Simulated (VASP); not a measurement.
Cost and result of VASP (PAW) for the lattice constant a of MgS (rock salt). Static lattice. The cost counts the five points of the equation of state, each on the mesh and cut-off of its row, so the ratios hold those differences too. With PBE it took about 40 core-seconds. The timings are rough (shared machines, no repeats); factors under 2 mean little.

Measured: 5.188 Å at 0 K (as given by Tamar Goldzak et al., The Journal of Chemical Physics (2022), arXiv:2208.04865; corrected for zero-point motion).

| level | k-mesh | cut-off (eV) | lattice constant a (Å) | error (%) | cost over PBE |
|---|---|---|---|---|---|
| LDA | 9×9×9 | 520 | 5.118 | -1.3 | within a factor of 2 |
| PBE-D4 | 9×9×9 | 520 | 5.165 | -0.4 | within a factor of 2 |
| PBE | 9×9×9 | 520 | 5.224 | +0.7 | reference |
| AM05 | 9×9×9 | 520 | 5.186 | -0.0 | within a factor of 2 |
| rev-vdW-DF2 | 9×9×9 | 520 | 5.199 | +0.2 | about 3 times |
| revTPSS | 9×9×9 | 520 | 5.212 | +0.5 | about 6 times |
| r2SCAN | 9×9×9 | 520 | 5.194 | +0.1 | about 8 times |
| SCAN | 9×9×9 | 520 | 5.184 | -0.1 | about 8 times |
| HSEsol | 6×6×6 | 520 | 5.160 | -0.5 | about 20 times |

Within 0.3 % of the measurement lie AM05, rev-vdW-DF2, r2SCAN, SCAN; the cheapest of them is AM05, within a factor of 2 against PBE.

Left out are levels that failed, ran on another kind of processor or have no fit band path; at most nine are shown.

The compound is MgS in the rock salt structure.
